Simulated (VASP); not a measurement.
# Which face does Hf expose?, part 2 of 5

Aim: compare the low-index faces of Hf at one level of theory.

VASP 6.6.1; r2SCAN; plane waves and PAW (Hf).

So far. Step 3 (The bulk reference, job self-consistent run, k-mesh …): The run ends at a pressure of -0.04 GPa.

## Step 4: Relaxing the slab, 8 atoms, face Hf(0001)

System of this step: Hf(0001). The cell holds 8 atoms: 8 Hf. Cell: a = 3.181 Å, b = 3.181 Å, c = 32.485 Å, α = 90.0°, β = 90.0°, γ = 60.0°. It derives from Hf. 8 layers of hcp Hf, cut at this functional's lattice. Vacuum lies along c.

All atoms relax at the fixed cell.

Input file INCAR:

```
SYSTEM = Hf
PREC = Normal
ENCUT = 320
EDIFF = 1E-05
NELM = 120
ISMEAR = 1
SIGMA = 0.15
LREAL = .FALSE.
ALGO = Normal
METAGGA = R2SCAN
LASPH = .TRUE.
NBANDS = 24
LORBIT = 11
LWAVE = .FALSE.
LCHARG = .FALSE.
KPAR = 4
IBRION = 2
NSW = 40
ISIF = 2
EDIFFG = -0.03
POTIM = 0.4
MAXMIX = 40
```

Input file POSCAR:

```
Hf
1.0
    3.1813285835      0.0000000000      0.0000000000
    1.5906642918      2.7551113711      0.0000000000
    0.0000000000      0.0000000000     32.4851661859
Hf
8
Direct
    0.6666666700      0.6666666700      0.2308746100
    0.0000000000      0.0000000000      0.3077675800
    0.6666666700      0.6666666700      0.3846605500
    0.0000000000      0.0000000000      0.4615535200
    0.6666666700      0.6666666700      0.5384464800
    0.0000000000      0.0000000000      0.6153394500
    0.6666666700      0.6666666700      0.6922324200
    0.0000000000      0.0000000000      0.7691253900
```

Input file KPOINTS:

```
Automatic mesh
0
Gamma
12 12 1
0 0 0
```

Potentials, in the order of the species: Hf (PBE family, release 64).

Run with:

```console
$ mpirun -np 4 vasp_std
```

What it wrote:

```text
[banner, memory and clock lines left out]
running    4 mpi-ranks, on    1 nodes
 distrk:  each k-point on    1 cores,    4 groups
 distr:  one band on    1 cores,    1 groups

 POSCAR found type information on POSCAR Hf
 POSCAR found :  1 types and       8 ions
 [... a notice as in an earlier step ...]

 LDA part: xc-table for (None), standard interpolation
 POSCAR, INCAR and KPOINTS ok, starting setup
 FFT: planning ... GRIDC
 FFT: planning ... GRID_SOFT
 FFT: planning ... GRID
 WAVECAR not read
 entering main loop
       N       E                     dE             d eps       ncg     rms          rms(c)
DAV:   1    -0.234957784394E+03   -0.23496E+03   -0.83469E+03   912   0.709E+02
DAV:   2    -0.344701429615E+03   -0.10974E+03   -0.98961E+02  1256   0.131E+02
DAV:   3    -0.357361273144E+03   -0.12660E+02   -0.12053E+02  1320   0.427E+01
DAV:   4    -0.358242288991E+03   -0.88102E+00   -0.85188E+00  1576   0.102E+01
DAV:   5    -0.358290639968E+03   -0.48351E-01   -0.47694E-01  1504   0.223E+00    0.222E+01
DAV:   6    -0.417062814827E+03   -0.58772E+02   -0.44987E+02  1824   0.470E+01    0.276E+01
DAV:   7    -0.364242422858E+03    0.52820E+02   -0.70428E+02  1752   0.483E+01    0.250E+01
DAV:   8    -0.360810265590E+03    0.34322E+01   -0.83208E+01  1336   0.350E+01    0.102E+01
DAV:   9    -0.358515313424E+03    0.22950E+01   -0.28832E+01  1552   0.155E+01    0.466E+00
DAV:  10    -0.358717355146E+03   -0.20204E+00   -0.49999E+00  1440   0.792E+00    0.420E+00
DAV:  11    -0.358765146074E+03   -0.47791E-01   -0.54985E-01  1632   0.272E+00    0.379E+00
DAV:  12    -0.358711133192E+03    0.54013E-01   -0.14027E-01  1464   0.131E+00    0.278E+00
DAV:  13    -0.358692907046E+03    0.18226E-01   -0.70130E-02  1272   0.113E+00    0.163E+00
DAV:  14    -0.358672003068E+03    0.20904E-01   -0.20712E-01  1352   0.160E+00    0.116E+00
DAV:  15    -0.358668497601E+03    0.35055E-02   -0.24620E-02  1384   0.627E-01    0.852E-01
DAV:  16    -0.358669179652E+03   -0.68205E-03   -0.12593E-02  1352   0.474E-01    0.392E-01
DAV:  17    -0.358669269491E+03   -0.89839E-04   -0.28728E-03  1520   0.240E-01    0.321E-01
DAV:  18    -0.358669917641E+03   -0.64815E-03   -0.18371E-03  1408   0.148E-01    0.166E-01
DAV:  19    -0.358670048145E+03   -0.13050E-03   -0.18771E-03  1304   0.142E-01    0.971E-02
DAV:  20    -0.358670482534E+03   -0.43439E-03   -0.12799E-03  1344   0.985E-02    0.485E-02
DAV:  21    -0.358670617639E+03   -0.13511E-03   -0.22909E-04  1376   0.688E-02    0.346E-02
DAV:  22    -0.358670779166E+03   -0.16153E-03   -0.77384E-05  1240   0.333E-02    0.275E-02
DAV:  23    -0.358670878669E+03   -0.99502E-04   -0.45150E-05  1056   0.320E-02    0.155E-02
DAV:  24    -0.358670944323E+03   -0.65654E-04   -0.53721E-05  1112   0.341E-02    0.905E-03
DAV:  25    -0.358671065211E+03   -0.12089E-03   -0.39483E-05   968   0.364E-02    0.676E-03
DAV:  26    -0.358671090812E+03   -0.25601E-04   -0.72885E-06   872   0.161E-02    0.535E-03
DAV:  27    -0.358671102007E+03   -0.11196E-04   -0.24237E-06   848   0.912E-03    0.298E-03
DAV:  28    -0.358671117765E+03   -0.15758E-04   -0.32264E-06   872   0.115E-02    0.131E-03
DAV:  29    -0.358671119449E+03   -0.16831E-05   -0.51089E-07   840   0.437E-03
   1 F= -.35867112E+03 E0= -.35866811E+03  d E =-.358671E+03
 curvature:   0.00 expect dE= 0.000E+00 dE for cont linesearch  0.000E+00
 trial: gam= 0.00000 g(F)=  0.885E-01 g(S)=  0.000E+00 ort = 0.000E+00 (trialstep = 0.100E+01)
 search vector abs. value=  0.885E-01
 bond charge predicted
       N       E                     dE             d eps       ncg     rms          rms(c)
DAV:   1    -0.358741901818E+03   -0.70784E-01   -0.39328E+00   912   0.898E+00    0.713E-01
DAV:   2    -0.358748309530E+03   -0.64077E-02   -0.89635E-02  1344   0.117E+00    0.721E-01
DAV:   3    -0.358747878840E+03    0.43069E-03   -0.14810E-02  1448   0.489E-01    0.223E-01
DAV:   4    -0.358747988107E+03   -0.10927E-03   -0.30539E-03  1376   0.235E-01    0.121E-01
DAV:   5    -0.358747923178E+03    0.64929E-04   -0.89624E-04  1408   0.125E-01    0.122E-01
DAV:   6    -0.358747964964E+03   -0.41786E-04   -0.17302E-04  1424   0.523E-02    0.326E-02
DAV:   7    -0.358747971842E+03   -0.68782E-05   -0.56002E-05  1096   0.278E-02
   2 F= -.35874797E+03 E0= -.35874540E+03  d E =-.768524E-01
[...]
3 F= -.35880933E+03 E0= -.35880714E+03  d E =-.138215E+00
[...]
4 F= -.35880947E+03 E0= -.35880726E+03  d E =-.138349E+00
[...]
5 F= -.35881171E+03 E0= -.35880962E+03  d E =-.224382E-02
 trial-energy change:   -0.002244  1 .order   -0.002252   -0.002778   -0.001726
 step:   3.5753(harm=  3.5753)  dis= 0.02127  next Energy=  -358.813136 (dE=-0.367E-02)
 bond charge predicted
       N       E                     dE             d eps       ncg     rms          rms(c)
DAV:   1    -0.358812697720E+03   -0.97696E-03   -0.44429E-01   912   0.304E+00    0.236E-01
DAV:   2    -0.358813040148E+03   -0.34243E-03   -0.10053E-02  1280   0.410E-01    0.248E-02
DAV:   3    -0.358813154951E+03   -0.11480E-03   -0.71948E-04  1416   0.114E-01    0.155E-02
DAV:   4    -0.358813159880E+03   -0.49284E-05   -0.41217E-05  1288   0.257E-02
   6 F= -.35881316E+03 E0= -.35881114E+03  d E =-.369143E-02
 curvature:  -1.81 expect dE=-0.190E-03 dE for cont linesearch -0.219E-06
 trial: gam= 0.05375 g(F)=  0.105E-03 g(S)=  0.000E+00 ort =-0.159E-04 (trialstep = 0.180E+01)
 search vector abs. value=  0.109E-03
 reached required accuracy - stopping structural energy minimisation
```

It took 3.6 min on 4 MPI ranks of Intel Xeon Platinum 8259CL at 2.50GHz (Skylake/Cascade Lake), shared host; peak memory 0.79 GiB.

From OUTCAR (step 4):

```text
  LATTYP: Found a hexagonal cell.
 ALAT       =     3.1813285835
 C/A-ratio  =    10.2111948933

 Subroutine GETGRP returns: Found 12 space group operations
 (whereof  6 operations were pure point group operations)

The static configuration has the point symmetry C_3v.
 The point group associated with its full space group is D_3d.

 Found     19 irreducible k-points:

   k-points           NKPTS =     19   k-points in BZ     NKDIM =     19   number of bands    NBANDS=     24

   dimension x,y,z NGX =    14 NGY =   14 NGZ =  144
   dimension x,y,z NGXF=    28 NGYF=   28 NGZF=  288

   ENCUT  =  320.0 eV  23.52 Ry    4.85 a.u.   4.64  4.64 47.38*2*pi/ulx,y,z

   NELECT =      32.0000    total number of electrons

 E-fermi :   1.6017

 k-point     1 :       0.0000    0.0000    0.0000
  band No.  band energies     occupation
    ...
      6      -2.9172      2.00000
      7      -2.4777      2.00000
      8      -2.3002      2.00000
      9       1.3289      2.02744
     10       1.3634      2.04717
     11       1.6690      0.31872
     12       1.9166     -0.01146
     13       2.1145     -0.00001
     14       2.3014     -0.00000
     15       2.7100     -0.00000
    ...

 k-point     2 :       0.0833   -0.0000    0.0000
  band No.  band energies     occupation
    ...
      7      -2.2628      2.00000
      8      -2.0868      2.00000
      9       1.1746      2.00043
     10       1.2616      2.00614
     11       1.4479      2.05517
     12       1.7672     -0.06556
     13       1.9058     -0.01463
     14       2.0969     -0.00003
     15       2.3991     -0.00000
     16       2.4793     -0.00000
    ...

  Total       -1.8172657     -1.8172657     -0.3336466     -0.0000000      0.0000000      0.0000000
  in kB      -10.2257752    -10.2257752     -1.8774333     -0.0000000      0.0000000      0.0000000
  external PRESSURE =      -7.4429946 kB  Pullay stress =       0.0000000 kB

  energy-cutoff  :      320.00
  volume of cell :      284.73
      direct lattice vectors                 reciprocal lattice vectors
     3.181328584  0.000000000  0.000000000     0.314334082 -0.181480867  0.000000000
     1.590664292  2.755111371  0.000000000     0.000000000  0.362961734  0.000000000
     0.000000000  0.000000000 32.485166186     0.000000000  0.000000000  0.030783281

 POSITION                                       TOTAL-FORCE (eV/Angst)
 -----------------------------------------------------------------------------------
      3.18133      1.83674      7.57776        -0.000000     -0.000000      0.011299
      0.00000      0.00000      9.91063         0.000000      0.000000      0.016354
      3.18133      1.83674     12.50990        -0.000000      0.000000     -0.029433
      0.00000      0.00000     14.97032        -0.000000      0.000000      0.009891
      3.18133      1.83674     17.51484         0.000000      0.000000     -0.009891
      1.59066      2.75511     19.97527         0.000000      0.000000      0.029433
      3.18133      1.83674     22.57454        -0.000000     -0.000000     -0.016354
      0.00000      0.00000     24.90740         0.000000      0.000000     -0.011299
 -----------------------------------------------------------------------------------
    total drift:                               -0.000011     -0.000006     -0.000263

  FREE ENERGIE OF THE ION-ELECTRON SYSTEM (eV)
  ---------------------------------------------------
  free  energy   TOTEN  =      -358.8131598797 eV

  energy  without entropy=     -358.8070965648  energy(sigma->0) =     -358.81113877

 total charge
# of ion       s       p       d       tot
------------------------------------------
    1        0.571   0.398   1.966   2.935
    2        0.567   0.534   2.032   3.133
    3        0.554   0.517   1.977   3.049
    4        0.557   0.524   1.990   3.071
    5        0.557   0.524   1.990   3.071
    6        0.554   0.517   1.977   3.049
    7        0.567   0.534   2.032   3.133
    8        0.571   0.398   1.966   2.935
--------------------------------------------------
tot          4.498   3.947  15.931  24.376

[... 1 part as in an earlier step ...]

[... 7 further parts left out ...]
```

The run keeps the 12 symmetry operations of its start, so it cannot find a distortion of lower symmetry.

Relaxation path:

```tsv
step	energy less that of the first step (eV)	largest force (eV/Å)
1	0.0000	0.8282
2	-0.0769	0.5854
3	-0.1382	0.1570
4	-0.1383	0.1539
5	-0.1406	0.0928
6	-0.1420	0.0294
```

The atoms that moved most (Å):

```tsv
atom	dx	dy	dz	length
Hf7	0.000	0.000	0.087	0.087
Hf2	0.000	0.000	-0.087	0.087
Hf8	0.000	0.000	-0.078	0.078
Hf1	0.000	0.000	0.078	0.078
Hf5	0.000	0.000	0.023	0.023
Hf4	0.000	0.000	-0.023	0.023
Hf6	0.000	0.000	-0.014	0.014
Hf3	0.000	0.000	0.014	0.014
```

The relaxed structure:

```cif
data_structure
_symmetry_space_group_name_H-M 'P 1'
_symmetry_Int_Tables_number 1
_cell_length_a 3.1813
_cell_length_b 3.1813
_cell_length_c 32.4852
_cell_angle_alpha 90.000
_cell_angle_beta 90.000
_cell_angle_gamma 60.000
_cell_volume 284.73
loop_
_atom_site_label
_atom_site_type_symbol
_atom_site_fract_x
_atom_site_fract_y
_atom_site_fract_z
_atom_site_occupancy
Hf1 Hf 0.66667 0.66667 0.23327 1
Hf2 Hf 0.00000 0.00000 0.30508 1
Hf3 Hf 0.66667 0.66667 0.38510 1
Hf4 Hf 0.00000 0.00000 0.46084 1
Hf5 Hf 0.66667 0.66667 0.53916 1
Hf6 Hf 0.00000 0.00000 0.61490 1
Hf7 Hf 0.66667 0.66667 0.69492 1
Hf8 Hf 0.00000 0.00000 0.76673 1
```

This step gave:

| Item | Value |
| --- | --- |
| electronic cycles | 56 |
| electrons | 32 |
| free energy (TOTEN) | -358.8132 eV |
| energy at zero smearing | -358.8111 eV |
| Fermi energy | 1.602 eV |

The run ended after 6 ionic steps, 0.142 eV below its first step, once the forces on the free atoms met EDIFFG = -0.03.

(Part 2 of 5 ends here.)

[Lines on the potential files, build, host, timing and source positions are cut from VASP's logs without a mark.]

[Logs are printed without paths, hosts, clocks, repeated set-up lines and the standing remarks that a program may print on its own settings, such as how far it seeks lower states.]

[Hosts, paths, dates, database ids (printed as entryN), source tags and the programs' standing remarks are cut or masked in the printed files.]

[Runs that stopped without an error message from VASP are left out.]
